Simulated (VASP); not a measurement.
A VASP calculation is set up with these files.

KPOINTS:
```
Regular mesh
0
G
  7 7 2
0 0 0
```

### INCAR
```
SYSTEM = WSe2
PREC = Accurate; ENCUT = 400; LREAL = F
LASPH = T
EDIFF = 1E-8; NELM = 100; ALGO = Normal
LMAXMIX = 6
ISMEAR = 0; SIGMA = 0.05
IBRION = 1; NSW = 30; ISIF = 2
EDIFFG = -0.001
LWAVE = F; LCHARG = F
```

**POSCAR**
```
WSe2
1
    3.2521443886     0.0000000000     0.0000000000
   -1.6260721943     2.8164393484    -0.0000000000
   -0.0000000000     0.0000000000    16.6903256190
W Se
1 2
Direct
  0.0000000000   0.0000000000   0.0000000000
  0.3333330000   0.6666670000   0.0999458908
  0.3333330000   0.6666670000   0.9000541092
```

POTCAR, in this order: W_sv Se (LDA.64 set). Program: vasp_std.

Translate this LDA calculation to Quantum ESPRESSO's pw.x.

One equivalent input (not run):
```
&CONTROL
  calculation = 'relax'
  pseudo_dir = './pseudo'
  outdir = './out'
  tprnfor = .true.
  tstress = .true.
  nstep = 30
  forc_conv_thr = 3.9e-05
/
&SYSTEM
  ibrav = 0
  nat = 3
  ntyp = 2
  ecutwfc = 86
  occupations = 'smearing'
  smearing = 'gaussian'
  degauss = 0.003675
  input_dft = 'pz'
/
&ELECTRONS
  conv_thr = 7.3e-10
  electron_maxstep = 100
/
&IONS
/
ATOMIC_SPECIES
  W 183.840 W.upf
  Se 78.971 Se.upf
CELL_PARAMETERS angstrom
     3.2521444    0.0000000    0.0000000
    -1.6260722    2.8164393   -0.0000000
    -0.0000000    0.0000000   16.6903256
ATOMIC_POSITIONS crystal
  W    0.0000000  0.0000000  0.0000000
  Se   0.3333330  0.6666670  0.0999459
  Se   0.3333330  0.6666670  0.9000541
K_POINTS automatic
  7 7 2 0 0 0
```
Limits of the translation: the potentials are each code's own (VASP's PAW set, PseudoDojo norm-conserving files in pw.x), so ENCUT and ecutwfc are chosen apart and not converted; conv_thr bounds pw.x's estimated SCF error, while EDIFF bounds the energy change between steps; forc_conv_thr acts on force components and is met together with etot_conv_thr.

The cell is a sheet with vacuum, built from a database entry that may be metastable or hypothetical.
